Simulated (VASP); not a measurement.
Given:

```yaml
crystal:
  lattice:
    - [2.78326, 0.00000, 0.00000]
    - [-1.39163, 2.41038, 0.00000]
    - [0.00000, 0.00000, 4.76311]
  atoms:
    - { symbol: Pt, position: [0.66667, 0.33333, 0.00000] }
    - { symbol: Au, position: [0.00000, 0.00000, 0.50000] }
```

Level of theory: PBEsol GGA with spin-orbit coupling, VASP's PBE PAW potentials (set 64) (plane waves; VASP). Run with 400 eV cut-off, 14×14×7 Γ-centred mesh, Gaussian smearing of 0.050 eV, potentials Pt Au.

### Question
Give the energies of bands 11 to 24 at the high-symmetry points, in eV from the Fermi level.

### Answer

| band | Γ | M | K | A | L | H |
|---|---|---|---|---|---|---|
| 11 | -3.70 | -3.31 | -3.84 | -3.92 | -1.93 | -3.89 |
| 12 | -3.70 | -3.31 | -3.60 | -3.92 | -1.93 | -3.32 |
| 13 | -2.93 | -2.88 | -2.68 | -3.83 | -1.77 | -3.18 |
| 14 | -2.93 | -2.88 | -2.67 | -3.83 | -1.77 | -3.02 |
| 15 | -2.49 | -1.34 | -1.77 | -3.27 | -1.30 | -2.35 |
| 16 | -2.49 | -1.34 | -1.50 | -3.27 | -1.30 | -2.28 |
| 17 | -2.38 | -0.53 | -1.25 | -1.91 | -0.81 | -1.32 |
| 18 | -2.38 | -0.53 | -1.15 | -1.91 | -0.81 | -1.08 |
| 19 | -1.00 | 0.52 | -1.04 | -1.85 | 0.49 | -0.52 |
| 20 | -1.00 | 0.52 | -0.80 | -1.85 | 0.49 | -0.33 |
| 21 | -0.95 | 1.49 | 3.38 | -0.91 | 0.92 | 5.20 |
| 22 | -0.95 | 1.49 | 3.44 | -0.91 | 0.92 | 5.48 |
| 23 | -0.18 | 3.15 | 3.94 | -0.38 | 1.43 | 5.59 |
| 24 | -0.18 | 3.15 | 4.03 | -0.38 | 1.43 | 5.63 |

It has no gap at this level: it comes out as a metal or semimetal.

The structure comes from a computed database's PtAu entry (P-6m2); how it stands against other phases isn't given here. It was relaxed first.
